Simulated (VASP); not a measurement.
All values below come from r2SCAN+rVV10, VASP's PBE PAW potentials (set 64) (plane waves; VASP).

VASP input:

File POSCAR:
```
Ti
1
   -1.6410000000     1.6410000000     1.6410000000
    1.6410000000    -1.6410000000     1.6410000000
    1.6410000000     1.6410000000    -1.6410000000
Ti
1
Direct
  0.0000000000   0.0000000000   0.0000000000
```

**KPOINTS**
```
Automatic mesh
0
Gamma
14 14 14
0 0 0
```

**INCAR**
```
ALGO  =  Normal
BPARAM  =  11.95
CPARAM  =  0.0093
EDIFF  =  1E-6
EDIFFG  =  -0.01
ENCUT  =  400
IBRION  =  2
ISIF  =  3
ISMEAR  =  1
LASPH  =  .True.
LCHARG  =  .False.
LMAXMIX  =  4
LMIXTAU  =  .True.
LREAL  =  .False.
LUSE_VDW  =  .True.
LWAVE  =  .False.
METAGGA  =  R2SCAN
NELM  =  100
NSW  =  60
PREC  =  Accurate
SIGMA  =  0.1
SYSTEM  =  Ti
```

POTCAR, in this order: Ti_sv (PBE.64 set). Program: vasp_std.

What VASP printed:

### OUTCAR
```
 ion  position               nearest neighbor table
   1  0.000  0.000  0.000-
  LATTYP: Found a body centered cubic cell.
 ALAT       =     3.2820000000
 Subroutine PRICEL returns:
 Original cell was already a primitive cell.
 Subroutine GETGRP returns: Found 48 space group operations
The static configuration has the point symmetry O_h .
The dynamic configuration has the point symmetry O_h .
 Subroutine INISYM returns: Found 48 space group operations
 Subroutine IBZKPT returns following result:
 Found    104 irreducible k-points:

 Following reciprocal coordinates:
            Coordinates               Weight
  0.000000  0.000000  0.000000      1.000000
  0.071429  0.000000  0.000000     12.000000
  0.142857  0.000000  0.000000     12.000000
  0.214286  0.000000  0.000000     12.000000
  0.285714  0.000000  0.000000     12.000000
  0.357143  0.000000  0.000000     12.000000
  0.428571  0.000000  0.000000     12.000000
  0.500000  0.000000  0.000000      6.000000
  0.071429  0.071429  0.000000     24.000000
  0.142857  0.071429  0.000000     48.000000
  0.214286  0.071429  0.000000     48.000000
  0.285714  0.071429  0.000000     48.000000
  0.357143  0.071429  0.000000     48.000000
  0.428571  0.071429  0.000000     48.000000
  0.142857  0.142857  0.000000     24.000000
  0.214286  0.142857  0.000000     48.000000
  0.285714  0.142857  0.000000     48.000000
  0.357143  0.142857  0.000000     48.000000
  0.428571  0.142857  0.000000     24.000000
  0.214286  0.214286  0.000000     24.000000
  0.285714  0.214286  0.000000     48.000000
  0.357143  0.214286  0.000000     48.000000
  0.285714  0.285714  0.000000     24.000000
  0.357143  0.285714  0.000000     24.000000
  0.071429  0.071429  0.071429      8.000000
  0.142857  0.071429  0.071429     24.000000
  0.214286  0.071429  0.071429     24.000000
  0.285714  0.071429  0.071429     24.000000
  0.357143  0.071429  0.071429     24.000000
  0.428571  0.071429  0.071429     12.000000
 -0.071429  0.071429  0.071429      6.000000
  0.142857  0.142857  0.071429     24.000000
  0.214286  0.142857  0.071429     48.000000
  0.285714  0.142857  0.071429     48.000000
  0.357143  0.142857  0.071429     48.000000
 -0.142857  0.142857  0.071429     24.000000
  0.214286  0.214286  0.071429     24.000000
  0.285714  0.214286  0.071429     48.000000
  0.357143  0.214286  0.071429     24.000000
 -0.214286  0.214286  0.071429     24.000000
   k-points           NKPTS =    104   k-points in BZ     NKDIM =    104   number of bands    NBANDS=     10
   number of dos      NEDOS =    301   number of ions     NIONS =      1
   total plane-waves  NPLWV =   8000
   dimension x,y,z NGX =    20 NGY =   20 NGZ =   20
   dimension x,y,z NGXF=    40 NGYF=   40 NGZF=   40
   ions per type =               1
   PREC   = accura    normal or accurate (medium, high low for compatibility)
   ISTART =      0    job   : 0-new  1-cont  2-samecut
   ICHARG =      2    charge: 1-file 2-atom 10-const
   ISPIN  =      1    spin polarized calculation?
   LNONCOLLINEAR =      F non collinear calculations
   LSORBIT =      F    spin-orbit coupling
   INIWAV =      1    electr: 0-lowe 1-rand  2-diag
   ENCUT  =  400.0 eV  29.40 Ry    5.42 a.u.   4.64  4.64  4.64*2*pi/ulx,y,z
   NELM   =    100;   NELMIN=  2; NELMDL= -5     # of ELM steps
   EDIFF  = 0.1E-05   stopping-criterion for ELM
   LREAL  =      F    real-space projection
   NLSPLINE    = F    spline interpolate recip. space projectors
   LMAXMIX     =    4 max onsite mixed and CHGCAR
   VOSKOWN=      0    Vosko Wilk Nusair interpolation
...
```

### OSZICAR
```
       N       E                     dE             d eps       ncg     rms          rms(c)
DAV:   1     0.620284624246E+02    0.62028E+02   -0.62110E+03  2090   0.124E+03
DAV:   2    -0.130881678229E+02   -0.75117E+02   -0.73981E+02  2144   0.294E+02
DAV:   3    -0.168278191235E+02   -0.37397E+01   -0.36730E+01  2810   0.698E+01
DAV:   4    -0.169250650150E+02   -0.97246E-01   -0.97028E-01  2432   0.960E+00
DAV:   5    -0.169281162053E+02   -0.30512E-02   -0.30506E-02  2774   0.130E+00    0.989E+00
DAV:   6    -0.123885579366E+02    0.45396E+01   -0.12699E+01  2534   0.531E+01    0.129E+00
DAV:   7    -0.127201599628E+02   -0.33160E+00   -0.21121E+00  2502   0.164E+01    0.205E+00
DAV:   8    -0.127775951333E+02   -0.57435E-01   -0.39348E-02  2224   0.221E+00    0.234E+00
DAV:   9    -0.125395285964E+02    0.23807E+00   -0.95963E-01  2608   0.142E+01    0.976E-01
DAV:  10    -0.125223548431E+02    0.17174E-01   -0.95122E-02  2430   0.476E+00    0.230E-01
DAV:  11    -0.125265348248E+02   -0.41800E-02   -0.53716E-03  2288   0.952E-01    0.127E-01
DAV:  12    -0.125243132536E+02    0.22216E-02   -0.15438E-03  2096   0.553E-01    0.928E-02
DAV:  13    -0.125246723721E+02   -0.35912E-03   -0.39180E-04  3380   0.189E-01    0.216E-02
DAV:  14    -0.125246778520E+02   -0.54799E-05   -0.35751E-05  2228   0.756E-02    0.158E-02
DAV:  15    -0.125246784178E+02   -0.56573E-06   -0.12496E-06  1492   0.144E-02
   1 F= -.12524678E+02 E0= -.12524766E+02  d E =-.125247E+02
       N       E                     dE             d eps       ncg     rms          rms(c)
DAV:   1    -0.130519980127E+02   -0.52732E+00   -0.12079E+01  2104   0.556E+01    0.620E+00
DAV:   2    -0.125195091612E+02    0.53249E+00   -0.18788E+00  2142   0.206E+01    0.146E+00
DAV:   3    -0.125077750158E+02    0.11734E-01   -0.16841E-01  2564   0.374E+00    0.433E-01
DAV:   4    -0.125167880593E+02   -0.90130E-02   -0.16236E-02  2118   0.156E+00    0.288E-01
DAV:   5    -0.125312094942E+02   -0.14421E-01   -0.73981E-02  2854   0.241E+00    0.366E-01
DAV:   6    -0.125329728826E+02   -0.17634E-02   -0.78632E-04  2172   0.302E-01    0.415E-01
DAV:   7    -0.125303205996E+02    0.26523E-02   -0.48998E-03  2150   0.111E+00    0.109E-01
DAV:   8    -0.125305717753E+02   -0.25118E-03   -0.50918E-04  2320   0.313E-01    0.562E-02
DAV:   9    -0.125305401458E+02    0.31630E-04   -0.39569E-05  2140   0.901E-02    0.452E-02
DAV:  10    -0.125305350218E+02    0.51240E-05   -0.16226E-05  2406   0.549E-02    0.129E-02
DAV:  11    -0.125305401895E+02   -0.51677E-05   -0.19201E-06  1972   0.182E-02    0.177E-03
DAV:  12    -0.125305403595E+02   -0.17000E-06   -0.24011E-07  1040   0.666E-03
   2 F= -.12530540E+02 E0= -.12530452E+02  d E =-.586194E-02
       N       E                     dE             d eps       ncg     rms          rms(c)
DAV:   1    -0.125838233925E+02   -0.53283E-01   -0.11727E+00  2096   0.180E+01    0.196E+00
DAV:   2    -0.125308639679E+02    0.52959E-01   -0.20733E-01  2140   0.659E+00    0.433E-01
DAV:   3    -0.125306238196E+02    0.24015E-03   -0.18186E-02  2820   0.114E+00    0.113E-01
DAV:   4    -0.125315590968E+02   -0.93528E-03   -0.13807E-03  2090   0.510E-01    0.918E-02
DAV:   5    -0.125331434092E+02   -0.15843E-02   -0.94210E-03  2770   0.863E-01    0.131E-01
DAV:   6    -0.125327305368E+02    0.41287E-03   -0.29740E-04  2296   0.225E-01    0.882E-02
DAV:   7    -0.125327911140E+02   -0.60577E-04   -0.12566E-04  2090   0.167E-01    0.222E-02
DAV:   8    -0.125327956897E+02   -0.45758E-05   -0.10785E-05  2102   0.476E-02    0.217E-02
DAV:   9    -0.125327915092E+02    0.41806E-05   -0.42109E-06  2080   0.307E-02    0.150E-02
DAV:  10    -0.125327869382E+02    0.45709E-05   -0.42710E-06  2402   0.336E-02    0.112E-03
DAV:  11    -0.125327859101E+02    0.10282E-05   -0.34868E-07  1040   0.694E-03    0.833E-04
DAV:  12    -0.125327856928E+02    0.21731E-06   -0.76671E-08  1040   0.273E-03
   3 F= -.12532786E+02 E0= -.12532774E+02  d E =-.810727E-02
       N       E                     dE             d eps       ncg     rms          rms(c)
DAV:   1    -0.125335916305E+02   -0.80572E-03   -0.18183E-02  2098   0.222E+00    0.242E-01
DAV:   2    -0.125327787719E+02    0.81286E-03   -0.30501E-03  2144   0.806E-01    0.553E-02
DAV:   3    -0.125327784546E+02    0.31735E-06   -0.29946E-04  2748   0.149E-01    0.151E-02
DAV:   4    -0.125327958140E+02   -0.17359E-04   -0.23362E-05  2086   0.652E-02    0.118E-02
DAV:   5    -0.125328136719E+02   -0.17858E-04   -0.14264E-04  2782   0.107E-01    0.158E-02
DAV:   6    -0.125328154149E+02   -0.17430E-05   -0.18307E-06  1708   0.143E-02    0.152E-02
DAV:   7    -0.125328050847E+02    0.10330E-04   -0.25930E-06  1900   0.227E-02    0.302E-03
DAV:   8    -0.125328069956E+02   -0.19110E-05   -0.27500E-06  2156   0.210E-02    0.113E-03
DAV:   9    -0.125328063447E+02    0.65098E-06   -0.11443E-07  1042   0.430E-03
   4 F= -.12532806E+02 E0= -.12532804E+02  d E =-.812793E-02
```

OUTCAR:
```
------------------------ aborting loop because EDIFF is reached ----------------------------------------
  FORCE on cell =-STRESS in cart. coord.  units (eV):
  Direction    XX          YY          ZZ          XY          YZ          ZX
  --------------------------------------------------------------------------------------
  Total        0.0008445      0.0008445      0.0008445      0.0000000      0.0000000     -0.0000000
  in kB        0.0793392      0.0793392      0.0793392      0.0000000      0.0000000     -0.0000000
  external PRESSURE =       0.0793392 kB  Pullay stress =       0.0000000 kB
  volume of cell :       17.05
      direct lattice vectors                 reciprocal lattice vectors
    -1.621522095  1.621522095  1.621522095     0.000000000  0.308352258  0.308352258
     1.621522095 -1.621522095  1.621522095     0.308352258  0.000000000  0.308352258
     1.621522095  1.621522095 -1.621522095     0.308352258  0.308352258  0.000000000
 POSITION                                       TOTAL-FORCE (eV/Angst)
 -----------------------------------------------------------------------------------
      0.00000     -0.00000      0.00000         0.000000     -0.000000      0.000000
 -----------------------------------------------------------------------------------
    total drift:                                0.000000     -0.000000     -0.000000
  FREE ENERGIE OF THE ION-ELECTRON SYSTEM (eV)
  ---------------------------------------------------
  free  energy   TOTEN  =       -12.5328063447 eV

  energy  without entropy=      -12.5327988750  energy(sigma->0) =      -12.53280385

 reached required accuracy - stopping structural energy minimisation
```
(Selected blocks of OUTCAR.)

CONTCAR:
```
Ti
   1.00000000000000
    -1.6215220948924645    1.6215220948924645    1.6215220948924645
     1.6215220948924645   -1.6215220948924645    1.6215220948924645
     1.6215220948924645    1.6215220948924645   -1.6215220948924645
  Ti
     1
Direct
     0.0000000000000000    0.0000000000000000    0.0000000000000000
```

### OUTCAR
```
 val. band max:        8.2945521027   @ k =  -0.2857   0.3571   0.0714

 cond. band min:       8.3040718896   @ k =   0.1429   0.1429   0.0714


 Fermi energy:         8.2958628743

 k-point     1 :       0.0000    0.0000    0.0000
  band No.  band energies     occupation
      1     -50.5485      2.00000
      2     -25.3384      2.00000
      3     -25.3384      2.00000
      4     -25.3383      2.00000
      5       1.9433      2.00000
      6       9.4688     -0.00000
      7       9.4688     -0.00000
      8       9.4689     -0.00000
      9      11.2853      0.00000
     10      11.2853      0.00000

 k-point     2 :       0.0714    0.0000    0.0000
  band No.  band energies     occupation
      1     -50.5412      2.00000
      2     -25.3765      2.00000
      3     -25.3498      2.00000
      4     -25.3387      2.00000
      5       2.1271      2.00000
      6       9.3815     -0.00000
      7       9.4402     -0.00000
      8       9.6020     -0.00000
      9      11.1848      0.00000
     10      11.2902      0.00000

 k-point     3 :       0.1429    0.0000    0.0000
  band No.  band energies     occupation
      1     -50.5211      2.00000
      2     -25.4825      2.00000
      3     -25.3818      2.00000
      4     -25.3395      2.00000
      5       2.6554      2.00000
      6       9.1451     -0.00000
      7       9.3000     -0.00000
      8       9.9883     -0.00000
      9      11.0027      0.00000
     10      11.3103      0.00000

 k-point     4 :       0.2143    0.0000    0.0000
  band No.  band energies     occupation
      1     -50.4914      2.00000
      2     -25.6333      2.00000
      3     -25.4278      2.00000
      4     -25.3407      2.00000
      5       3.4606      2.00000
      6       8.8232     -0.00000
      7       8.9913     -0.00000
      8      10.5878      0.00000
      9      10.9510      0.00000
     10      11.3582      0.00000

 k-point     5 :       0.2857    0.0000    0.0000
...
```

Energy and stress use the plane-wave basis of the starting cell.

The structure comes from a measured Ti entry (Im-3m) of the Crystallography Open Database, whose conditions weren't checked. This run relaxes it. Symmetry was kept, so distortions that lower it aren't found.
